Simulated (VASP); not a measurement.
**C in VASP: how settings move the PBE single point**

The PBE single point of C, lonsdaleite is repeated with altered inputs. Which of them can be trusted?

The runs shown are made with VASP 6.6.1. PAW datasets, plane waves. Calculated at 0 K for a non-magnetic cell.

**1. The structure to begin with**

The cell comes from an earlier relaxation with r2SCAN in another program, then strained, with the atoms relaxed again.

Space group P6_3/mmc (No. 194), hexagonal; a = 2.503 Å, c = 4.169 Å in the conventional setting, 5.66 Å³ an atom. Around C lie 4 C at 1.54–1.56 Å.

The structure in full:

```xyz
4
Lattice="2.5032 0.0000 0.0000 -1.2516 2.1678 0.0000 0.0000 0.0000 4.1689" Properties=species:S:1:pos:R:3 pbc="T T T"
C     0.0000    1.4452    0.0010
C     1.2516    0.7226    2.0854
C     0.0000    1.4452    1.5624
C     1.2516    0.7226    3.6468
```

**2. Baseline**

The input, INCAR:

```
ENCUT = 520.000000
SIGMA = 0.020000
EDIFF = 1.00e-07
GGA = PE
PREC = Accurate
IBRION = -1
ISIF = 2
ISMEAR = -1
NBANDS = 16
NELM = 120
NSW = 0
LASPH = .TRUE.
LCHARG = .FALSE.
LWAVE = .FALSE.
LREAL = .FALSE.
```

The input, KPOINTS:

```
KPOINTS created by Atomic Simulation Environment
0
Gamma
12 12 6
0 0 0
```

The input, POSCAR:

```
C
 1.0000000000000000
     2.5031953717780824    0.0000000000287717    0.0000000000000000
    -1.2515976859139586    2.1678307825810661    0.0000000000000000
    -0.0000000000000000    0.0000000000000000    4.1688692921454775
 C
   4
Cartesian
 -0.0000000000166113  1.4452205217303011  0.0009643286881245
  1.2515976858807356  0.7226102608795363  2.0853989747608632
 -0.0000000000166113  1.4452205217303011  1.5623616558664297
  1.2515976858807356  0.7226102608795363  3.6467963019391694
```

A file KPOINTS_OPT adds named points for the levels; it doesn't enter the self-consistent loop.

Potentials: the recommended PBE PAW datasets, 16 valence electrons.

On the command line:

```bash
$ mpirun -np 1 vasp_std
```

**3. Altered input 1**

Changes to INCAR since step 2:

```diff
@@ -15 +15,3 @@
 LREAL = .FALSE.
+ISYM = 3
+IVDW = 10
```

KPOINTS is that of step 2.

POSCAR is that of step 2.

**4. Altered input 2**

Changes to INCAR since step 2:

```diff
@@ -9,3 +9,2 @@
 NBANDS = 16
-NELM = 120
 NSW = 0
@@ -15 +14,3 @@
 LREAL = .FALSE.
+NELMIN = 4
+NELM = 88
```

KPOINTS is that of step 2.

POSCAR is that of step 2.

**5. Altered input 3**

Changes to INCAR since step 2:

```diff
@@ -9,3 +9,2 @@
 NBANDS = 16
-NELM = 120
 NSW = 0
@@ -15 +14,4 @@
 LREAL = .FALSE.
+NELECT = 16.5
+ADDGRID = .TRUE.
+NELM = 81
```

KPOINTS is that of step 2.

POSCAR is that of step 2.

**6. Altered input 4**

Changes to INCAR since step 2:

```diff
@@ -9,3 +9,2 @@
 NBANDS = 16
-NELM = 120
 NSW = 0
@@ -15 +14,3 @@
 LREAL = .FALSE.
+NELM = 62
+ALGO = Eigenval
```

KPOINTS is that of step 2.

POSCAR is that of step 2.

Q: Predict the outcome of this session. Wanted: for each run, changed; ending; energy change; pressure; electronic steps; usable.

As calculated:

| run | changed | ending | energy change (meV/atom) | pressure (GPa) | gap on the mesh (eV; negative: overlap) | electronic steps | time | usable |
| --- | --- | --- | --- | --- | --- | --- | --- | --- |
| ref. | – | converged | 0 | 4.8 | 3.31 | 11 | 21 s | yes |
| 1 | ISYM = 3, IVDW = 10 | crashed | – | – | – | 5 | 7.9 s | no |
| 2 | NELMIN = 4, NELM = 88 | converged | 0.0 | 4.8 | 3.31 | 11 | 17 s | yes |
| 3 | NELECT = 16.5, ADDGRID = .TRUE., NELM = 81 | converged | – | 61.4 | – | 13 | 23 s | no |
| 4 | ALGO = Eigenval | converged | 340958.6 | 5585.7 | -20.33 | – | 5.8 s | no |

What this shows: Of 4 altered inputs, 1 gave no result, 2 ended normally on a faulty or unsound input, 1 gave usable results.
